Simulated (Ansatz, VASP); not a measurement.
**Cross-check of WAu (W-Au-Au-W stack, (100) layers) between VASP and Ansatz**

Aim: how closely do two programs agree when they are given the same cell, functional and k mesh? Of the first pair: The structure shown is the start of the Ansatz relaxation below; VASP solves that cell, so the two are compared at the walk's first step.

Method: plane waves, with VASP 6.6.1 beside it; PBE, in Ansatz 0.2.0.

**1. Set-up**

The cell holds 4 atoms: 2 W and 2 Au. Its edges and angles: a = 2.885 Å, b = 2.885 Å, c = 36.040 Å, α = 90.0°, β = 90.0°, γ = 90.0°. It derives from WAu. Vacuum lies along c. The height across the vacuum is the one that the program set for its solve, not the one typed.

Structure file:

```cif
data_structure
_symmetry_space_group_name_H-M 'P 1'
_symmetry_Int_Tables_number 1
_cell_length_a 2.8850
_cell_length_b 2.8850
_cell_length_c 36.0400
_cell_angle_alpha 90.000
_cell_angle_beta 90.000
_cell_angle_gamma 90.000
_cell_volume 299.97
loop_
_atom_site_label
_atom_site_type_symbol
_atom_site_fract_x
_atom_site_fract_y
_atom_site_fract_z
_atom_site_occupancy
W1 W 0.00000 0.00000 0.15261 1
W2 W 0.50000 0.50000 0.32242 1
Au3 Au 0.50000 0.50000 0.20921 1
Au4 Au 0.00000 0.00000 0.26582 1
```

**2. Ansatz: relaxation, PBE**

Ansatz runs on its PAW soft_1 files.

The two programs are compared at the cell with which this relaxation starts, whose forces are those of its first step.

input.yaml reads:

```yaml
crystal:
  lattice:
    - [2.885, 0.0, 0.0]
    - [0.0, 2.885, 0.0]
    - [0.0, 0.0, 17.12]
  atoms:
    - { symbol: W, position: [0.0, 0.0, 0.32126168] }
    - { symbol: Au, position: [0.5, 0.5, 0.44042056] }
    - { symbol: Au, position: [0.0, 0.0, 0.55957944] }
    - { symbol: W, position: [0.5, 0.5, 0.67873832] }
  periodic: [true, true, false]
kpoints:
  mp_grid: { grid: [8, 8, 1] }
hamiltonian:
  xc: pbe
  pseudopotentials: { kind: paw, azcp: { folder: soft_1 } }
scf:
  occupations: { method: gaussian, width: 0.1 }
output:
  forces: true
  stress: true
  eigenvalues: true
relax:
  adjacent_minimum: "off"
  f_tol: 0.05
  max_steps: 80
  cell: { stress_2d_tol: 0.02 }
```

On the command line:

```
$ ansatz run input.yaml --threads 4 --pin off --max-ram 12288MiB --backend cpu --events-out ev --progress --plain --runs-dir out
```

Numbers of over 12 decimals in the logs are rounded to 6 here.

Output:

```text
Warning: crystal.periodic: the lattice vector that does not repeat stood 0.000° off the slab's normal, 17.120 Å along it as the deck builds it. The run solves the slab on a vector along the normal, 36.040 Å long, with every atom where it was (on the deck's vector they left 11.00 Å outside them, and the widest stretch free of ions among them is 2.04 Å). A fractional position that the run reports is one of the run's ce [...]
The last accepted step is kept in <dir> (removed where the run ends without a failure and the disk answers)
crystal.periodic: the lattice vector that does not repeat stood 0.000° off the slab's normal, 17.120 Å along it as the deck builds it. The run solves the slab on a vector along the normal, 36.040 Å long, with every atom where it was (on the deck's vector they left 11.00 Å outside them, and the widest stretch free of ions among them is 2.04 Å). A fractional position that the run reports is one of the run's cell, which [...]
Engine: ansatz 0.2.0, aarch64-unknown-linux-gnu
Pseudopotentials: kind: paw
Pseudopotential: W, paw, valence charge 14, recommended cutoff 420 eV (normal), soft_1/W.paw.azcp
Pseudopotential: Au, paw, valence charge 19, recommended cutoff 420 eV (normal), soft_1/Au.paw.azcp
Functional definition: PBE
  parameter kappa = 0.804
  parameter beta = 0.066725
  exchange = pbe_x(kappa = kappa, mu = beta*pi^2/3)
  correlation = pbe_c(beta = beta)
Crystal: 4 atoms, lattice volume = 299.969 Å³
Basis set: ecut = 420 eV, 5829 PW (Γ), exchange–correlation on 40×40×486 points (8 copies of the dense FFT grid, shifted against one another)
Bands: 40, of which v1, the nominal top of the filled ones, is band 33 counted from 1 (32 counted from 0)
Symmetry: 16 space group operations
Space group: P4/nmm (ITA 129), of the structure as read, at distance tolerance 6.7e-5 Å
k-points: 15 of 64
Non-local potential: W, projectors of the file, l = 0: 3, l = 1: 2, l = 2: 2, l = 3: 1
Non-local potential: Au, projectors of the file, l = 0: 3, l = 1: 2, l = 2: 2, l = 3: 1
PAW form: soft (Blöchl's): semilocal exchange-correlation on the pseudo side does not see the compensation charge
PAW one-centre angular grid: W, 590 points (default); XC on 64 Gauss nodes
PAW one-centre angular grid: Au, 590 points (default); XC on 64 Gauss nodes
Initial density: superposition of atomic densities (neutral atoms: chi_scale 0, normalization atom)
Initial wavefunctions: pseudopotential atomic-orbital guess
Functional: x = pbe(κ = 0.804, μ = 0.219515), c = pbe(β = 0.066725)
SCF iter   1: F=—  HF=-47071.758555 eV  |F-HF|=—  |Δ(HF+E_count)|=         —  Δρ=5.79e-2  dr2=3.46e1  ethr=3.10e-3  ⟨swp⟩=14.1  Hψ=4134  notcnv=0
[...]
SCF iter   6: F=-47069.475470 eV  HF=-47069.475469 eV  |F-HF|=7.30e-7  |Δ(HF+E_count)|=   1.26e-6  Δρ=7.31e-6  dr2=5.84e-8  ethr=5.08e-10  ⟨swp⟩=12.3  Hψ=3625  notcnv=0
SCF 6 converged in 6 iterations: F = -47069.475470 eV  dr2 = 5.84e-8
relax step   6: F+E_penalty+E_count = -47069.47546987 eV  Δ(F+E_penalty+E_count) = -6.067e-4 eV  max|allowed force component| = 7.664e-3 eV/Å  Δτ_max = 0.0104 Å  P = -0.098 N/m  Ω = 259.947 Å³  energy of the carried Pulay correction = +3.593e-3 eV  fix = [c, alpha, beta]  reactions: c +0.000 N/m  (6 SCF iters, dr2 threshold 3.35e-7 eV, accepted)
[...]
relax step   7: F+E_penalty+E_count = -47069.47549003 eV  Δ(F+E_penalty+E_count) = -2.016e-5 eV  max|allowed force component| = 2.821e-4 eV/Å  Δτ_max = 0.0017 Å  P = -0.002 N/m  Ω = 259.907 Å³  energy of the carried Pulay correction = +3.597e-3 eV  fix = [c, alpha, beta]  reactions: c +0.000 N/m  (6 SCF iters, dr2 threshold 9.19e-9 eV, accepted)
[...]
relax step   8: F+E_penalty+E_count = -47069.47243840 eV  Δ(F+E_penalty+E_count) = +3.052e-3 eV  max|allowed force component| = 6.794e-4 eV/Å  Δτ_max = 0.0000 Å  P = -0.020 N/m  Ω = 259.907 Å³  fix = [c, alpha, beta]  reactions: c +0.000 N/m  stress off target by 2.00e-2 N/m on what of the cell is left free  SCF on the basis re-selected at this cell (its energy is not comparable with the rows above)  (9 SCF iters)
basis re-selected at this cell: Δ(F+E_penalty+E_count) = +3.052e-3 eV, ΔP = -0.018 N/m vs the last step (what re-selecting the basis moved, of the pressure what is left beyond the Pulay correction that the steps carried, after the strain that the cell walked since its last selection, with what the two solves' SCF thresholds leave and, on support functions, any second-order correction that the steps lacked; it is no measure of the basis error at this ecutwfc). The dense FFT grid was sized anew with the basis: this SCF ran on 18×18×243 points, the steps before it on 20×20×243, so part of this shift can come from that change (see relax.cell in the input reference). [rest of the remark cut]
SCF converged after 9 iterations
Free energy (F): -47069.472438 eV
Harris-Foulkes:  -47069.472438 eV  (|F-HF|=8.73e-11)
Internal energy: -47069.461460 eV  (E = F + TS)
E sigma→0 (E₀):  -47069.466949 eV
Entropy (-TS):   -0.010978 eV (-2.745 meV/atom)
Fermi energy:    -5.347242 eV
--- Per-component energies (eV) ---
  E_band       = -2352.937016
  E_kinetic    = 1993.103722
  E_local      = -342834.802304  (includes V_loc(G=0)·N_el)
  E_nonlocal   = 144.817540
  E_hartree    = 170219.120395
  E_xc         = -962.158539
  E_vxc        = -980.683736  (∫ρ·V_xc dr)
  E_paw        = -36616.753465  (= ΣΔE_a)
  E_vpaw       = -1113.616501  (= ΣTr[D̂ρ^β])
  E_aug_tail   = 0.003542  (compensation charges beyond the density's cutoff)
  E_ewald      = 160987.207648
  E_smearing   = -0.010978  (= −TS)
  E_closure    = 0.000000  (closes the sum)
  Σ components = -47069.472438   (vs F -47069.472438, Δ=0.00e0)
--- Forces (eV/Å), atoms counted from 1 ---
  atom   1  W     -0.00000000     0.00000000    -0.00011678
  atom   2  Au     0.00000000     0.00000000     0.00067943
  atom   3  Au    -0.00000000     0.00000000    -0.00067943
  atom   4  W     -0.00000000     0.00000000     0.00011678
  max |Σ_I F_I| component: 8.13e-20 eV/Å
--- 2D stress c σ (N/m, compression-positive) ---
       -0.019974       0.000000       0.000000
        0.000000      -0.019974       0.000000
        0.000000       0.000000       0.000000
  P = ½ c Tr σ = -0.0200 N/m
--- Band table (eV; the first three rows and the last of 15) ---
  k-point 0: bands = [... 29 lower, -8.0515, -7.7603, -7.6087, -6.7566, -5.9882, -5.2320, -2.8313, -2.8313, ... 3 higher]
  k-point 1: bands = [... 29 lower, -7.9673, -7.9011, -7.7928, -6.1921, -6.0327, -5.7321, -2.9546, -2.7299, ... 3 higher]
  k-point 2: bands = [... 29 lower, -8.2100, -6.9556, -6.8922, -6.6110, -5.6655, -5.1370, -2.8867, -2.6794, ... 3 higher]
  k-point 14: bands = [... 29 lower, -6.3575, -5.9086, -5.9086, -3.7122, -3.7122, -1.5266, -1.5266, 0.4203, ... 3 higher]
--- Relaxed structure (7 steps of the walk, 7 accepted, 1 SCFs on fresh bases) ---
  F+E_penalty+E_count = -47069.47243840 eV   max|allowed force component| = 6.794e-4 eV/Å   (the final SCF, on the basis selected at the relaxed cell)
  cell:  # Å, volume = 259.9066 Å³
    - [2.685445, 0, 0.0]
    - [0, 2.685445, 0.0]
    - [0.0, 0.0, 36.040000]
  atoms:
    - { symbol: W, position: [0, 0, 0.142782] }
    - { symbol: Au, position: [0.500000, 0.500000, 0.203481] }
    - { symbol: Au, position: [0, 0, 0.271547] }
    - { symbol: W, position: [0.500000, 0.500000, 0.332245] }
```

**3. VASP: single point, PBE, start cell, pair 1**

The same cell, functional, mesh and smearing now go to VASP, with its own data sets.

Lines of VASP's logs that name or quote its potential files are left out, and so is its time.

INCAR reads:

```
SYSTEM = WAu
PREC = Accurate
ENCUT = 520
EDIFF = 1E-06
NELM = 120
ISMEAR = 0
SIGMA = 0.1
LREAL = .FALSE.
ALGO = Normal
GGA = PE
NBANDS = 23
LASPH = .TRUE.
LORBIT = 11
LWAVE = .FALSE.
LCHARG = .FALSE.
ISIF = 2
LDIPOL = .TRUE.
IDIPOL = 3
DIPOL = 0.5 0.5 0.238
LVHAR = .TRUE.
GGA_COMPAT = .FALSE.
NELMDL = -8
KPAR = 2
```

POSCAR reads:

```
WAu
1.0
    2.8850000000      0.0000000000      0.0000000000
    0.0000000000      2.8850000000      0.0000000000
    0.0000000000      0.0000000000     36.0400000000
W Au
2 2
Direct
    0.0000000000      0.0000000000      0.1526082131
    0.5000000000      0.5000000000      0.3224195339
    0.5000000000      0.5000000000      0.2092119867
    0.0000000000      0.0000000000      0.2658157603
```

KPOINTS reads:

```
Automatic mesh
0
Gamma
8 8 1
0 0 0
```

Potentials, in the order of the species: W and Au (PBE family, release 64).

On the command line:

```
$ mpirun -np 2 vasp_std
```

Output:

```text
[banner, memory and clock lines left out]
running    2 mpi-ranks, on    1 nodes
 distrk:  each k-point on    1 cores,    2 groups
 distr:  one band on    1 cores,    1 groups

 POSCAR found type information on POSCAR W Au
 POSCAR found :  2 types and       4 ions
 LDA part: xc-table for (Slater+PW92), standard interpolation
 POSCAR, INCAR and KPOINTS ok, starting setup
 FFT: planning ... GRIDC
 FFT: planning ... GRID_SOFT
 FFT: planning ... GRID
 WAVECAR not read
 entering main loop
       N       E                     dE             d eps       ncg     rms          rms(c)
DAV:   1     0.219280839637E+03    0.21928E+03   -0.12240E+04   698   0.113E+03
DAV:   2    -0.112773214984E+02   -0.23056E+03   -0.21921E+03  1039   0.219E+02
DAV:   3    -0.289728447959E+02   -0.17696E+02   -0.16946E+02   851   0.638E+01
DAV:   4    -0.295260240310E+02   -0.55318E+00   -0.54777E+00   982   0.117E+01
DAV:   5    -0.295378043605E+02   -0.11780E-01   -0.11763E-01   963   0.159E+00
DAV:   6    -0.295382588704E+02   -0.45451E-03   -0.45440E-03  1023   0.250E-01
DAV:   7    -0.295382692564E+02   -0.10386E-04   -0.10385E-04   948   0.356E-02
DAV:   8    -0.295382697055E+02   -0.44912E-06   -0.44931E-06   847   0.572E-03    0.213E+01
DAV:   9    -0.274345654790E+02    0.21037E+01   -0.74515E+00   825   0.237E+01    0.151E+01
DAV:  10    -0.275705173163E+02   -0.13595E+00   -0.55225E+00   916   0.182E+01    0.415E+00
DAV:  11    -0.269907830362E+02    0.57973E+00   -0.45136E+00   894   0.198E+01    0.512E+00
DAV:  12    -0.268206883000E+02    0.17009E+00   -0.63767E-01   839   0.652E+00    0.489E-01
DAV:  13    -0.268200475178E+02    0.64078E-03   -0.54214E-02   940   0.140E+00    0.331E-01
DAV:  14    -0.268198538323E+02    0.19369E-03   -0.24136E-03   858   0.299E-01    0.187E-01
[...]
DAV:  19    -0.268198282629E+02   -0.13293E-04   -0.22707E-06   556   0.596E-03    0.164E-03
DAV:  20    -0.268198454154E+02   -0.17153E-04   -0.28164E-06   585   0.335E-03    0.163E-03
DAV:  21    -0.268198559155E+02   -0.10500E-04   -0.59189E-07   450   0.259E-03    0.886E-04
DAV:  22    -0.268198614972E+02   -0.55817E-05   -0.18646E-07   415   0.217E-03    0.665E-04
DAV:  23    -0.268198654476E+02   -0.39505E-05   -0.12986E-07   408   0.117E-03    0.564E-04
DAV:  24    -0.268198672776E+02   -0.18300E-05   -0.62646E-08   394   0.146E-03    0.283E-04
DAV:  25    -0.268198684295E+02   -0.11518E-05   -0.42473E-08   394   0.810E-04    0.296E-04
DAV:  26    -0.268198689533E+02   -0.52380E-06   -0.21258E-08   394   0.889E-04
   1 F= -.26819869E+02 E0= -.26806737E+02  d E =-.262649E-01
```

Parts of OUTCAR (step 3):

```text
ion  position               nearest neighbor table
   1  0.000  0.000  0.153-   3 2.88   3 2.88   3 2.88   3 2.88
   2  0.500  0.500  0.322-   4 2.88   4 2.88   4 2.88   4 2.88
   3  0.500  0.500  0.209-   1 2.88   1 2.88   1 2.88   1 2.88   4 2.88   4 2.88   4 2.88   4 2.88

  LATTYP: Found a simple tetragonal cell.
 ALAT       =     2.8850000000
 C/A-ratio  =    12.4922010399

 Subroutine GETGRP returns: Found 16 space group operations
 (whereof  8 operations were pure point group operations)

The static configuration has the point symmetry C_4v.
 The point group associated with its full space group is D_4h.

 Found     15 irreducible k-points:

   k-points           NKPTS =     15   k-points in BZ     NKDIM =     15   number of bands    NBANDS=     23

   dimension x,y,z NGX =    24 NGY =   24 NGZ =  270
   dimension x,y,z NGXF=    48 NGYF=   48 NGZF=  540

   ENCUT  =  520.0 eV  38.22 Ry    6.18 a.u.   5.36  5.36 67.01*2*pi/ulx,y,z

   NELECT =      34.0000    total number of electrons

 k-points in reciprocal lattice and weights: Automatic mesh
   0.00000000  0.00000000  0.00000000       0.016
   0.12500000  0.00000000  0.00000000       0.062
   0.25000000  0.00000000  0.00000000       0.062
   0.37500000  0.00000000  0.00000000       0.062
   0.50000000  0.00000000  0.00000000       0.031
   0.12500000  0.12500000  0.00000000       0.062
   0.25000000  0.12500000  0.00000000       0.125
   0.37500000  0.12500000  0.00000000       0.125
   0.50000000  0.12500000  0.00000000       0.062
[...]
0.50000000  0.37500000  0.00000000       0.062
   0.50000000  0.50000000  0.00000000       0.016

 dipolmoment           0.000000      0.000000      0.000001 electrons x Angstroem

 average (electrostatic) potential at core
       1 -48.1793       2 -48.1793       3 -76.2678       4 -76.2678

 E-fermi :  -2.1205

 k-point     1 :       0.0000    0.0000    0.0000
  band No.  band energies     occupation
    ...
     14      -4.7119      2.00000
     15      -4.6392      2.00000
     16      -3.7192      2.00000
     17      -2.7383      2.00000
     18      -2.3877      1.99984
     19      -0.9814      0.00000
     20      -0.4151      0.00000
     21      -0.4151      0.00000
     22      -0.1734      0.00000
     23      -0.1734      0.00000

 k-point     2 :       0.1250    0.0000    0.0000
  band No.  band energies     occupation
    ...
     14      -4.4377      2.00000
     15      -4.3381      2.00000
     16      -3.6812      2.00000
     17      -2.5406      2.00000
     18      -2.5113      2.00000
     19      -1.9204      0.00464
     20      -0.2932      0.00000
     21      -0.1518      0.00000
     22      -0.1214      0.00000
     23       0.7771      0.00000

 k-point     3 :       0.2500    0.0000    0.0000
  band No.  band energies     occupation
    ...
     14      -4.3357      2.00000
     15      -3.3874      2.00000
     16      -3.3233      2.00000
     17      -3.0192      2.00000
     18      -2.3145      1.99392
     19      -1.7378      0.00000
     20      -0.1086      0.00000
     21      -0.0925      0.00000
     22      -0.0638      0.00000
     23       0.0259      0.00000

  Total       -8.6382730     -8.6382730     -0.5287883      0.0000000      0.0000000     -0.0000000
  in kB      -46.1382472    -46.1382472     -2.8243338      0.0000000      0.0000000     -0.0000000
  external PRESSURE =     -31.7002760 kB  Pullay stress =       0.0000000 kB

  energy-cutoff  :      520.00
  volume of cell :      299.97
      direct lattice vectors                 reciprocal lattice vectors
     2.885000000  0.000000000  0.000000000     0.346620451  0.000000000  0.000000000
     0.000000000  2.885000000  0.000000000     0.000000000  0.346620451  0.000000000
     0.000000000  0.000000000 36.040000000     0.000000000  0.000000000  0.027746948

 POSITION                                       TOTAL-FORCE (eV/Angst)
 -----------------------------------------------------------------------------------
      0.00000      0.00000      5.50000        -0.000000      0.000000      0.512620
      1.44250      1.44250     11.62000         0.000000      0.000000     -0.512620
      1.44250      1.44250      7.54000         0.000000      0.000000     -1.300924
      0.00000      0.00000      9.58000        -0.000000     -0.000000      1.300924
 -----------------------------------------------------------------------------------
    total drift:                                0.000000      0.000000     -0.000045

  FREE ENERGIE OF THE ION-ELECTRON SYSTEM (eV)
  ---------------------------------------------------
  free  energy   TOTEN  =       -26.8198689533 eV

  energy  without entropy=      -26.7936040551  energy(sigma->0) =      -26.80673650

 vacuum level on the upper side and lower side of the slab         3.183         3.183

 total charge
# of ion       s       p       d       tot
------------------------------------------
    1        0.577   0.375   3.825   4.776
    2        0.577   0.375   3.825   4.776
    3        0.608   0.448   8.678   9.734
    4        0.608   0.448   8.678   9.734
--------------------------------------------------
tot          2.370   1.645  25.005  29.020

[... 3 further parts left out ...]
```

The run ends at a pressure of -3.17 GPa, with forces up to 1.3 eV/Å.

**4. Differences**

Known differences besides the potentials themselves: Ansatz cuts the interaction across the vacuum, VASP repeats the sheet with a dipole correction (LDIPOL); the data sets hold 66 valence electrons in Ansatz (on its PAW soft_1 files) and 34 in VASP; the cutoff is 420 eV in Ansatz and 520 eV in VASP. Total energies have different zeros and are not compared.

Forces (eV/Å; atoms numbered as in POSCAR):

```tsv
atom	Ansatz x, y, z	VASP x, y, z
W1	0.000, 0.000, 0.446	0.000, 0.000, 0.513
W2	0.000, 0.000, -0.446	0.000, 0.000, -0.513
Au3	0.000, 0.000, -1.261	0.000, 0.000, -1.301
Au4	0.000, 0.000, 1.261	0.000, 0.000, 1.301
```

The forces differ by 32 meV/Å r.m.s., which is 5.5 % of the r.m.s. force of 0.571 eV/Å (both taken over all components). Where the cell holds vacuum, a pressure given here is an average over it and none of the material.

**5. Ansatz: relaxation, PBE**

This run makes the geometry at which the two programs are then compared.

The structure compared here is the end of the Ansatz relaxation.

This is the run of step 2 again, met here at its other cell.

[end of part 1 of 2]

[Lines on the potential files, build, host, timing and source positions are cut from VASP's logs without a mark.]

[Logs are printed without paths, hosts, clocks, repeated set-up lines and the standing remarks that a program may print on its own settings, such as how far it seeks lower states.]

[Hosts, paths, dates, database ids (printed as entryN), source tags and the programs' standing remarks are cut or masked in the printed files.]
